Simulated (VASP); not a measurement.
An input for Quantum ESPRESSO's pw.x (written as the equivalent of a VASP run, and not itself run):

```
&CONTROL
  calculation = 'scf'
  pseudo_dir = './pseudo'
  outdir = './out'
  tprnfor = .true.
  tstress = .true.
/
&SYSTEM
  ibrav = 0
  nat = 2
  ntyp = 2
  ecutwfc = 82.3
  occupations = 'smearing'
  smearing = 'gaussian'
  degauss = 0.003675
  input_dft = 'vdw-df2-b86r'
/
&ELECTRONS
  conv_thr = 7.3e-09
  electron_maxstep = 100
/
ATOMIC_SPECIES
  Sn 118.710 Sn.upf
  Te 127.600 Te.upf
CELL_PARAMETERS angstrom
     0.0000000    3.1520652    3.1520652
     3.1520652    0.0000000    3.1520652
     3.1520652    3.1520652    0.0000000
ATOMIC_POSITIONS crystal
  Sn   0.0000000  0.0000000  0.0000000
  Te   0.5000000  0.5000000  0.5000000
K_POINTS automatic
  7 7 7 0 0 0
```

Problem. Write the VASP files for the same calculation (rev-vdW-DF2).

Solution. This is not unique; one that fits is 
**INCAR**
```
# general
SYSTEM    =  SnTe
PREC      =  Accurate
ENCUT     =  520
LREAL     =  F
LASPH     =  T

# electronic loop
EDIFF     =  1E-7
NELM      =  100
ALGO      =  Normal
LMAXMIX   =  4

# smearing
ISMEAR    =  0
SIGMA     =  0.05

# functional
GGA       =  MK
LUSE_VDW  =  T
AGGAC     =  0.0
PARAM1    =  0.1234568
PARAM2    =  0.7114
ZAB_VDW   =  -1.8867

# ions
ISIF      =  2

# output
LWAVE     =  F
LCHARG    =  F
```

**KPOINTS**
```
Automatic
0
Gamma
  7 7 7
0 0 0
```

**POSCAR**
```
SnTe
4.4576930
  0.0000000000   0.7071068396   0.7071068396
  0.7071068396   0.0000000000   0.7071068396
  0.7071068396   0.7071068396   0.0000000000
Sn Te
1 1
Cart
  0.0000000000   0.0000000000   0.0000000000
  0.7071068396   0.7071068396   0.7071068396
```

POTCAR, in this order: Sn_d Te (PBE.64 set). Program: vasp_std.

The two are equivalent in intent, not identical: the potentials are each code's own (VASP's PAW set, PseudoDojo norm-conserving files in pw.x), so ENCUT and ecutwfc are chosen apart and not converted; conv_thr bounds pw.x's estimated SCF error, while EDIFF bounds the energy change between steps.

The compound is SnTe in the rock salt structure, which distorts at low temperature. This cell is one point of a volume scan, at 0.97 of the reference volume.
